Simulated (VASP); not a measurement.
All values below come from r2SCAN meta-GGA, VASP's PBE PAW potentials (set 64) (plane waves; VASP).

The input files of a VASP run:

**POSCAR**
```
GaAs
1
    0.0000000000     2.8321258993     2.8321258993
    2.8321258993     0.0000000000     2.8321258993
    2.8321258993     2.8321258993     0.0000000000
Ga As
1 1
Direct
  1.0000000000   1.0000000000   1.0000000000
  0.2500000000   0.2500000000   0.2500000000
```

### KPOINTS
```
K-points
0
gamma
  7 7 7
```

INCAR:
```
! general
SYSTEM  = GaAs
PREC    = Accurate
ENCUT   = 400   ! plane-wave cut-off (eV)
LREAL   = .FALSE.
LASPH   = .TRUE.   ! aspherical one-centre terms

! electronic loop
EDIFF   = 1E-8   ! SCF stop (eV)
NELM    = 100   ! most electronic steps
ALGO    = Normal   ! blocked Davidson
LMAXMIX = 4
LMIXTAU = .TRUE.

! smearing
ISMEAR  = 0
SIGMA   = 0.05

! functional
METAGGA = R2SCAN

! ions
IBRION  = 1   ! quasi-Newton
NSW     = 30   ! most ionic steps
ISIF    = 2
EDIFFG  = -0.001

! output
LWAVE   = .FALSE.
LCHARG  = .FALSE.
```

POTCAR, in this order: Ga_d As (PBE.64 set). Program: vasp_std.

Problem. Predict the energy per atom (σ→0), band gap (on the k-mesh).

Solution. 
The energy per atom (σ→0) comes out as -13.523 eV/atom and the band gap (on the k-mesh) comes out as 0.95 eV.

**OSZICAR**
```
...
DAV:  18    -0.270461556471E+02   -0.51933E-05   -0.26474E-06   520   0.174E-02    0.382E-04
DAV:  19    -0.270461558319E+02   -0.18481E-06   -0.81129E-08   663   0.310E-03    0.223E-04
DAV:  20    -0.270461555429E+02    0.28905E-06   -0.12200E-08   384   0.169E-03    0.244E-04
DAV:  21    -0.270461557963E+02   -0.25337E-06   -0.48125E-09   375   0.101E-03    0.133E-04
DAV:  22    -0.270461557506E+02    0.45653E-07   -0.14581E-09   265   0.385E-04    0.893E-05
DAV:  23    -0.270461558018E+02   -0.51197E-07   -0.94761E-10   260   0.421E-04    0.227E-05
DAV:  24    -0.270461557924E+02    0.93714E-08   -0.42561E-10   260   0.222E-04
   1 F= -.27046156E+02 E0= -.27046156E+02  d E =-.270462E+02
```

The compound is GaAs in the zinc blende structure. It was relaxed first. The start is the result of an earlier pass.
